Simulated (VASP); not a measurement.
The input files of a VASP run:

**KPOINTS**
```
Automatic mesh
0
Gamma
5 5 4
0 0 0
```

INCAR:
```
SYSTEM = CaOs
PREC = Accurate
ENCUT = 300
EDIFF = 1E-6
NELM = 100
ALGO = Normal
LREAL = .FALSE.
LASPH = .TRUE.
ISMEAR = 0
SIGMA = 0.1
GGA = PE
LMAXMIX = 6
LWAVE = .FALSE.
LCHARG = .FALSE.
ISIF = 3
IBRION = 2
NSW = 50
EDIFFG = -0.01
```

**POSCAR**
```
CaOs
1.0
  3.4652900000   0.0000000000   0.0000000000
  0.0000000000   3.4652900000   0.0000000000
  0.0000000000   0.0000000000   4.5420050000
Ca Os
1 1
Direct
  0.4902600000   0.5101010000   0.4950520000
  0.0097400000  -0.0101010000   0.0049480000
```

POTCAR, in this order: Ca_sv Os (PBE.64 set). Program: vasp_std.

**Question.** Write an equivalent input for Ansatz.

**Answer.** One equivalent input (not run):
Ansatz 0.2 input:
```yaml
crystal:
  lattice:
    - [3.4652900, 0.0000000, 0.0000000]
    - [0.0000000, 3.4652900, 0.0000000]
    - [0.0000000, 0.0000000, 4.5420050]
  atoms:
    - { symbol: Ca, position: [0.4902600, 0.5101010, 0.4950520] }
    - { symbol: Os, position: [0.0097400, -0.0101010, 0.0049480] }
kpoints:
  mp_grid: { grid: [5, 5, 4] }
hamiltonian:
  xc: pbe
  pseudopotentials: { kind: paw }
scf:
  occupations: { method: gaussian, width: 0.1 }
  max_iter: 100
relax:
  max_steps: 50
  f_tol: 0.01
  cell: {}
output: { forces: true, stress: true, eigenvalues: true }
```
The two are equivalent in intent, not identical: each code has its own PAW files, so the cut-off isn't converted (ENCUT is set for VASP's; basis.ecutwfc is left out, and Ansatz then takes the one that its files recommend); Ansatz stops its SCF on the density residual and VASP on the energy change (EDIFF).

The structure was generated: CaOs was put into an ordered model structure, which need not be its known phase. In the starting cell atoms are displaced from their ideal sites. This run relaxes it. The k-mesh is coarse (spacing up to 0.48 per Å, 2π included), so the numbers may not be converged in it. The run is one of a series of settings (EDIFFG = -0.01, IBRION = 2, ISIF = 3, NSW = 50 against the base run), some of them coarse on purpose.
